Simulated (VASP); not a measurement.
# Ti3Nb (Pm-3m) in VASP: notebook

Runs on Ti3Nb. Level: LDA. Tasks: relaxation of cell and atoms, single point.

All numbers are computed with VASP 6.6.1; they aren't measurements. Logs are shortened: lines on timing, memory, paths and dates and some standing lists are left out, and cuts for length are marked.

## (1) The crystal as given

The structure is cubic, space group Pm-3m (No. 221). Conventional cell: a = 4.133 Å, b = 4.133 Å, c = 4.133 Å, α = 90.00°, β = 90.00°, γ = 90.00°. Ti (site symmetry 4/mmm) has 8 Ti at 2.92 Å and 4 Nb at 2.92 Å as nearest neighbours. Around Nb (site symmetry m-3m) lie 12 Ti at 2.92 Å.

The cell comes from a database or a generator and needn't be the stable form of this composition.

## (2) Relaxation of cell and atoms, LDA

Contents of INCAR:

```
SYSTEM = Ti3Nb
ALGO     = Normal         ! electronic algorithm
EDIFF    = 1E-7           ! SCF threshold, eV
EDIFFG   = -0.05          ! ionic threshold
ENCUT    = 600            ! plane-wave cutoff, eV
IBRION   = 2              ! ionic algorithm
ISIF     = 3              ! what is computed and relaxed
ISMEAR   = 0              ! smearing method
LASPH    = .True.         ! aspherical terms in the spheres
LCHARG   = .False.        ! write CHGCAR
LREAL    = .False.        ! projectors in reciprocal space
LWAVE    = .False.        ! write WAVECAR
NELM     = 100            ! most SCF steps
NSW      = 100            ! ionic steps
PREC     = Accurate       ! precision mode
SIGMA    = 0.1            ! smearing width, eV
```

Contents of KPOINTS:

```
k-points
0
Gamma
  6 6 6
  0 0 0
```

Contents of POSCAR:

```
Ti3Nb
1.0
    4.1334330000      0.0000000000      0.0000000000
    0.0000000000      4.1334330000      0.0000000000
    0.0000000000      0.0000000000      4.1334330000
Ti Nb
3 1
Direct
    0.0000000000      0.5000000000      0.5000000000
    0.5000000000      0.0000000000      0.5000000000
    0.5000000000      0.5000000000      0.0000000000
    0.0000000000      0.0000000000      0.0000000000
```

Potentials or basis: VASP PAW LDA potentials, release 64 (Ti_sv, Nb_sv).

Command:

```sh
$ cat potpaw_LDA.64/Ti_sv/POTCAR potpaw_LDA.64/Nb_sv/POTCAR > POTCAR
$ mpirun -np 1 vasp_std > vasp.out
```

OUTCAR:

```text
SYSTEM = Ti3Nb
   EDIFF = 1E-7
   EDIFFG = -0.05
   ENCUT = 600
   IBRION = 2
   ISIF = 3
   ISMEAR = 0
   LASPH = .True.
   LREAL = .False.
   NELM = 100
   NSW = 100
   PREC = Accurate

 ion  position               nearest neighbor table
   1  0.000  0.500  0.500-   4 2.92   4 2.92   4 2.92   4 2.92
   2  0.500  0.000  0.500-   4 2.92   4 2.92   4 2.92   4 2.92
   3  0.500  0.500  0.000-   4 2.92   4 2.92   4 2.92   4 2.92
   4  0.000  0.000  0.000-   1 2.92   2 2.92   3 2.92   1 2.92   2 2.92   1 2.92   3 2.92   1 2.92
                             2 2.92   3 2.92   2 2.92   3 2.92

  LATTYP: Found a simple cubic cell.
 ALAT       =     4.1334330000

  Lattice vectors:

 A1 = (   4.1334330000,   0.0000000000,   0.0000000000)
 A2 = (   0.0000000000,   4.1334330000,   0.0000000000)
 A3 = (   0.0000000000,   0.0000000000,   4.1334330000)

Analysis of symmetry for initial positions (statically):
=====================================================================
 Subroutine PRICEL returns:
 Original cell was already a primitive cell.

 Routine SETGRP: Setting up the symmetry group for a
 simple cubic supercell.

 Subroutine GETGRP returns: Found 48 space group operations
 (whereof 48 operations were pure point group operations)
 out of a pool of 48 trial point group operations.

The static configuration has the point symmetry O_h .

Analysis of symmetry for dynamics (positions and initial velocities):
=====================================================================
 Subroutine PRICEL returns:
 Original cell was already a primitive cell.

 Routine SETGRP: Setting up the symmetry group for a
 simple cubic supercell.

 Subroutine GETGRP returns: Found 48 space group operations
 (whereof 48 operations were pure point group operations)
 out of a pool of 48 trial point group operations.

The dynamic configuration has the point symmetry O_h .

 Subroutine INISYM returns: Found 48 space group operations
 (whereof 48 operations are pure point group operations),
 and found     1 'primitive' translations

----------------------------------------------------------------------------------------

                                     Primitive cell

  volume of cell :      70.6208

  direct lattice vectors                    reciprocal lattice vectors
     4.133433000  0.000000000  0.000000000     0.241929650  0.000000000  0.000000000
     0.000000000  4.133433000  0.000000000     0.000000000  0.241929650  0.000000000
     0.000000000  0.000000000  4.133433000     0.000000000  0.000000000  0.241929650

  length of vectors
     4.133433000  4.133433000  4.133433000     0.241929650  0.241929650  0.241929650

  position of ions in fractional coordinates (direct lattice)
     0.000000000  0.500000000  0.500000000
     0.500000000  0.000000000  0.500000000
     0.500000000  0.500000000  0.000000000
     0.000000000  0.000000000  0.000000000

  ion indices of the primitive-cell ions
   primitive index   ion index
                 1           1
                 2           2
                 3           3
                 4           4

----------------------------------------------------------------------------------------

 KPOINTS: k-points

Automatic generation of k-mesh.
 Grid dimensions read from file:
 generate k-points for:    6    6    6

 Generating k-lattice:

  Cartesian coordinates                     Fractional coordinates (reciprocal lattice)
     0.040321608  0.000000000  0.000000000     0.166666667  0.000000000  0.000000000
     0.000000000  0.040321608  0.000000000     0.000000000  0.166666667  0.000000000
     0.000000000  0.000000000  0.040321608     0.000000000  0.000000000  0.166666667

  Length of vectors
     0.040321608  0.040321608  0.040321608

  Shift w.r.t. Gamma in fractional coordinates (k-lattice)
     0.000000000  0.000000000  0.000000000

 Subroutine IBZKPT returns following result:
 ===========================================

 Found     20 irreducible k-points:

 Following reciprocal coordinates:
            Coordinates               Weight
  0.000000  0.000000  0.000000      1.000000
  0.166667  0.000000  0.000000      6.000000
  0.333333  0.000000  0.000000      6.000000
  0.500000  0.000000  0.000000      3.000000
  0.166667  0.166667  0.000000     12.000000
  0.333333  0.166667  0.000000     24.000000
[... 12 lines left out ...]
  0.500000  0.500000  0.333333      6.000000
  0.500000  0.500000  0.500000      1.000000
   k-points           NKPTS =     20   k-points in BZ     NKDIM =     20   number of bands    NBANDS=     29
   number of dos      NEDOS =    301   number of ions     NIONS =      4
   total plane-waves  NPLWV =  46656
   dimension x,y,z NGX =    36 NGY =   36 NGZ =   36
   dimension x,y,z NGXF=    72 NGYF=   72 NGZF=   72
   ions per type =               3   1
   NGX,Y,Z   is equivalent  to a cutoff of  14.48, 14.48, 14.48 a.u.
   NGXF,Y,Z  is equivalent  to a cutoff of  28.96, 28.96, 28.96 a.u.
 SYSTEM =  Ti3Nb
   PREC   = accura    normal or accurate (medium, high low for compatibility)
   ISTART =      0    job   : 0-new  1-cont  2-samecut
   ICHARG =      2    charge: 1-file 2-atom 10-const
   ISPIN  =      1    spin polarized calculation?
   LNONCOLLINEAR =      F non collinear calculations
   LSORBIT =      F    spin-orbit coupling
   LASPH  =      T    aspherical Exc in radial PAW
   ENCUT  =  600.0 eV  44.10 Ry    6.64 a.u.   8.26  8.26  8.26*2*pi/ulx,y,z
   NELM   =    100;   NELMIN=  2; NELMDL= -5     # of ELM steps
   EDIFF  = 0.1E-06   stopping-criterion for ELM
   LREAL  =      F    real-space projection
   EDIFFG = -.5E-01   stopping-criterion for IOM
   NSW    =    100    number of steps for IOM
   IBRION =      2    ionic relax: 0-MD 1-quasi-New 2-CG
   NFREE  =      1    steps in history (QN), initial steepest desc. (CG)
   ISIF   =      3    stress and relaxation
   ISYM   =      2    0-nonsym 1-usesym 2-fastsym
   POTIM  = 0.5000    time-step for ionic-motion
   TEBEG  =    0.0;   TEEND  =   0.0 temperature during run
   PSTRESS=    0.0 pullay stress
   NELECT =      49.0000    total number of electrons
   NUPDOWN=      -1.0000    fix difference up-down
   EMIN   =  10.00;   EMAX   =-10.00  energy-range for DOS
   EFERMI =   0.00;   METHOD = LEGACY
   ISMEAR =     0;   SIGMA  =   0.10  broadening in eV -4-tet -1-fermi 0-gaus
   EFERMI_NEDOS =   21; number of points for ismear=-14 and -15
   IALGO  =     38    algorithm
   IMIX   =      4    mixing-type and parameters
     AMIX     =   0.40;   BMIX     =  1.00
     AMIX_MAG =   1.60;   BMIX_MAG =  1.00
  volume/ion in A,a.u.               =      17.66       119.14
  Fermi-wavevector in a.u.,A,eV,Ry     =   1.449314  2.738807 28.579206  2.100512
  Thomas-Fermi vector in A             =   2.567055
   LORBIT       =      0    0 simple, 1 ext, 2 COOP (PROOUT), +10 PAW based schemes
   GGA     = CA    functional components
   LHFCALC =     F    Hartree Fock is set to
   AEXX    =    0.0000 exact exchange contribution
   IVDW    =     0    specifies the selected vdW correction
   LEPSILON=     F    determine dielectric tensor
   LRPA    =     F    only Hartree local field effects (RPA)
 conjugate gradient relaxation of ions
 non-spin polarized calculation
 Gauss-broadening in eV      SIGMA  =   0.10
  energy-cutoff  :      600.00
  volume of cell :       70.62
 maximum number of plane-waves:      2376
 NGX is ok and might be reduce to    36
   NGX = 17   NGY = 17   NGZ = 17

--------------------------------------- Ionic step        1  -------------------------------------------

 number of electron      49.0000006 magnetization

 Free energy of the ion-electron system (eV)
  ---------------------------------------------------
  ext. energy  EPLUGINS =         0.00000000
  ---------------------------------------------------
  free energy    TOTEN  =       -36.42217170 eV

  energy without entropy =      -36.39633122  energy(sigma->0) =      -36.40925146

------------------------ aborting loop because EDIFF is reached ----------------------------------------

  FORCE on cell =-STRESS in cart. coord.  units (eV):
  Direction    XX          YY          ZZ          XY          YZ          ZX
  --------------------------------------------------------------------------------------
  -------------------------------------------------------------------------------------
  Total       -4.1137380     -4.1137380     -4.1137380      0.0000000     -0.0000000      0.0000000
  in kB      -93.3285470    -93.3285470    -93.3285470      0.0000000     -0.0000000      0.0000000
  external PRESSURE =     -93.3285470 kB  Pullay stress =       0.0000000 kB
[... 23 lines left out ...]
  energy  without entropy=      -36.3963312180  energy(sigma->0) =      -36.40925146

--------------------------------------- Ionic step        2  -------------------------------------------

 number of electron      49.0000001 magnetization

 E-fermi :  10.6913     XC(G=0): -12.7603

 val. band max:       10.6833959634   @ k =   0.5000   0.5000   0.1667
 cond. band min:      10.7197615978   @ k =   0.1667   0.1667   0.1667
 fundamental gap:      0.0363656344
 Fermi energy:        10.6912666283

 k-point     1 :       0.0000    0.0000    0.0000
  band No.  band energies     occupation
      1     -45.1839      2.00000
      2     -44.9454      2.00000
      3     -44.9454      2.00000
      4     -43.1943      2.00000
      5     -22.1561      2.00000
      6     -22.1561      2.00000
[... 664 lines left out ...]
  energy  without entropy=      -36.3833117506  energy(sigma->0) =      -36.39887947

--------------------------------------- Ionic step        3  -------------------------------------------

 number of electron      49.0000001 magnetization

 Free energy of the ion-electron system (eV)
  ---------------------------------------------------
  ext. energy  EPLUGINS =         0.00000000
  ---------------------------------------------------
  free energy    TOTEN  =       -36.58300238 eV

  energy without entropy =      -36.55476984  energy(sigma->0) =      -36.56888611

 E-fermi :   9.7074     XC(G=0): -12.3712

 val. band max:        9.6992938818   @ k =   0.5000   0.5000   0.1667
 cond. band min:       9.7481884198   @ k =   0.5000   0.5000   0.1667
 fundamental gap:      0.0488945380
 Fermi energy:         9.7073745580

 k-point     1 :       0.0000    0.0000    0.0000
  band No.  band energies     occupation
      1     -46.2726      2.00000
      2     -46.0998      2.00000
      3     -46.0998      2.00000
      4     -44.3003      2.00000
      5     -23.1586      2.00000
      6     -23.1586      2.00000
[... 660 lines left out ...]
  FREE ENERGIE OF THE ION-ELECTRON SYSTEM (eV)
  ---------------------------------------------------
  free  energy   TOTEN  =       -36.5830023845 eV

  energy  without entropy=      -36.5547698384  energy(sigma->0) =      -36.56888611

 reached required accuracy - stopping structural energy minimisation
```

Wall time 2.4 min (1 thread of Intel Xeon Platinum 8488C (Sapphire Rapids), shared host); peak memory 0.2 GiB.

What came out:

| Quantity | Value |
| --- | --- |
| Free energy | -36.5830 eV |
| Relaxed volume | 16.37 Å³/atom |
| Relaxed cell | a = 4.030 Å, b = 4.030 Å, c = 4.030 Å, α = 90.00°, β = 90.00°, γ = 90.00° |
| Space group after relaxing (to 0.05 Å) | Pm-3m (No. 221) |
| Energy gained by relaxing | 40.2 meV/atom |
| Ionic steps | 3 |
| Pressure after relaxing | -0.1 GPa |
| Band gap on the k mesh | none (metal or under the smearing width) |

Step by step:
```
step  energy change (eV)  largest force (eV/Å)  pressure (GPa)  volume (Å³)
   1              0.0000                0.0000           -9.33        70.62
   2              0.0077                0.0000           11.93        60.62
   3             -0.1608                0.0000           -0.13        65.47
```

Final structure:
```yaml
crystal:
  lattice:
    - [4.03036, 0.00000, 0.00000]
    - [0.00000, 4.03036, 0.00000]
    - [0.00000, 0.00000, 4.03036]
  atoms:
    - { symbol: Ti, position: [0.00000, 0.50000, 0.50000] }
    - { symbol: Ti, position: [0.50000, 0.00000, 0.50000] }
    - { symbol: Ti, position: [0.50000, 0.50000, 0.00000] }
    - { symbol: Nb, position: [0.00000, 0.00000, 0.00000] }
```

Caveat: the relaxation stopped at a loose force limit of 0.05 eV/Å, so its end isn't a converged minimum.

## (3) Relaxation of cell and atoms, LDA

This run uses another cell than the first one, of 16.36 Å³/atom, 0.927 times its volume.

Contents of INCAR:

```
SYSTEM = Ti3Nb
PREC = Accurate
ENCUT = 600
EDIFF = 1E-6
ISMEAR = 0
SIGMA = 0.1
LREAL = .False.
LASPH = .True.
NELM = 100
ALGO = Fast
ISIF = 3
LWAVE = .False.
LCHARG = .False.
IBRION = 2
NSW = 100
EDIFFG = -0.005
```

Contents of KPOINTS:

```
regular mesh
0
Gamma
  10 10 10
  0 0 0
```

Contents of POSCAR:

```
Ti3Nb
1.0
    4.0296109555      0.0000000000      0.0000000000
    0.0000000000      4.0296109555      0.0000000000
    0.0000000000      0.0000000000      4.0296109555
Ti Nb
3 1
Direct
    0.0000000000      0.5000000000      0.5000000000
    0.5000000000      0.0000000000      0.5000000000
    0.5000000000      0.5000000000      0.0000000000
    0.0000000000      0.0000000000      0.0000000000
```

Potentials or basis: VASP PAW LDA potentials, release 64 (Ti_sv, Nb_sv).

Command:

```sh
$ cat potpaw_LDA.64/Ti_sv/POTCAR potpaw_LDA.64/Nb_sv/POTCAR > POTCAR
$ mpirun -np 1 vasp_std > vasp.out
```

Wall time 4.8 min (1 thread of Intel Xeon 6975P-C (Granite Rapids), shared host); peak memory 0.25 GiB.

Results (log left out):

| Property | Result |
| --- | --- |
| Free energy | -36.5653 eV |
| Relaxed volume | 16.35 Å³/atom |
| Relaxed cell | a = 4.029 Å, b = 4.029 Å, c = 4.029 Å, α = 90.00°, β = 90.00°, γ = 90.00° |
| Space group after relaxing (to 0.05 Å) | Pm-3m (No. 221) |
| Energy gained by relaxing | 0.0 meV/atom |
| Ionic steps | 4 |
| Pressure after relaxing | 0.0 GPa |
| Band gap on the k mesh | none (metal or under the smearing width) |

Final structure:
```yaml
crystal:
  lattice:
    - [4.02865, 0.00000, 0.00000]
    - [0.00000, 4.02865, 0.00000]
    - [0.00000, 0.00000, 4.02865]
  atoms:
    - { symbol: Ti, position: [0.00000, 0.50000, 0.50000] }
    - { symbol: Ti, position: [0.50000, 0.00000, 0.50000] }
    - { symbol: Ti, position: [0.50000, 0.50000, 0.00000] }
    - { symbol: Nb, position: [0.00000, 0.00000, 0.00000] }
```

Levels at points of the mesh, in eV from the Fermi level:
| k point | band 20 | band 21 | band 22 | band 23 | band 24 | band 25 | band 26 | band 27 | band 28 | band 29 |
| --- | --- | --- | --- | --- | --- | --- | --- | --- | --- | --- |
| (0.00, 0.00, 0.00) | -2.85 | -2.47 | -2.47 | -2.47 | 0.68 | 0.68 | 0.68 | 2.63 | 2.63 | 3.45 |
| (0.50, 0.00, 0.00) | -1.68 | -1.42 | -0.96 | -0.96 | -0.83 | -0.36 | -0.36 | 1.02 | 1.09 | 2.04 |
| (0.50, 0.50, 0.00) | -1.91 | -0.95 | -0.95 | -0.75 | -0.52 | -0.39 | -0.23 | -0.21 | -0.21 | 1.64 |
| (0.50, 0.50, 0.50) | -2.76 | 0.27 | 0.27 | 0.53 | 0.53 | 0.54 | 0.60 | 0.60 | 0.72 | 0.78 |

## (4) Single point, LDA

This run uses another cell than the first one, of 16.36 Å³/atom, 0.927 times its volume.

Contents of INCAR:

```
PREC = Accurate
ENCUT = 520
EDIFF = 1E-6
ISMEAR = 0
SIGMA = 0.1
LREAL = False
LASPH = True
NELM = 100
ALGO = Normal
ISIF = 2
LWAVE = False
LCHARG = False
GGA = CA
NBANDS = 32
```

Contents of KPOINTS:

```
regular mesh
0
Gamma
  6 6 6
```

POSCAR is that of step 3.

Command:

```sh
$ cat potpaw_LDA.64/Ti_sv/POTCAR potpaw_LDA.64/Nb_sv/POTCAR > POTCAR
$ mpirun -np 1 vasp_std > vasp.out
```

Wall time 20 s (1 thread of Intel Xeon 6975P-C (Granite Rapids), shared host); peak memory 0.16 GiB.

The run converged. Its results:

```yaml
Free_energy: -36.5818 eV
Pressure: 0.0 GPa
Band_gap_on_the_k_mesh: none (metal or under the smearing width)
```

Levels at points of the mesh, in eV from the Fermi level:
```tsv
k point	band 21	band 22	band 23	band 24	band 25	band 26	band 27	band 28
(0.00, 0.00, 0.00)	-2.49	-2.49	-2.49	0.65	0.65	0.65	2.61	2.61
(0.50, 0.00, 0.00)	-1.43	-0.98	-0.98	-0.84	-0.38	-0.38	1.00	1.07
(0.50, 0.50, 0.00)	-0.97	-0.97	-0.77	-0.54	-0.40	-0.25	-0.23	-0.23
(0.50, 0.50, 0.50)	0.25	0.25	0.51	0.51	0.51	0.58	0.58	0.58
```

## (5) Summary

```csv
task,cell,k mesh,cutoff (eV),gap on the mesh (eV),pressure (GPa),relaxed volume (Å³/atom)
relaxation of cell and atoms,relaxed,6 × 6 × 6,600,none,-0.1,16.37
relaxation of cell and atoms,relaxed,10 × 10 × 10,600,none,0.0,16.35
single point,"Pm-3m, 16.36 Å³/atom",6 × 6 × 6,520,none,0.0,-
```

Alike in all rows: level LDA; potentials or basis VASP PAW LDA potentials, release 64 (Ti_sv, Nb_sv); no spin polarisation; smearing gaussian 0.1 eV.

Caveats: the relaxation stopped at a loose force limit of 0.05 eV/Å, so its end isn't a converged minimum (some runs).

Total energies depend on the potentials used, so only differences within one code and one set of settings carry meaning.
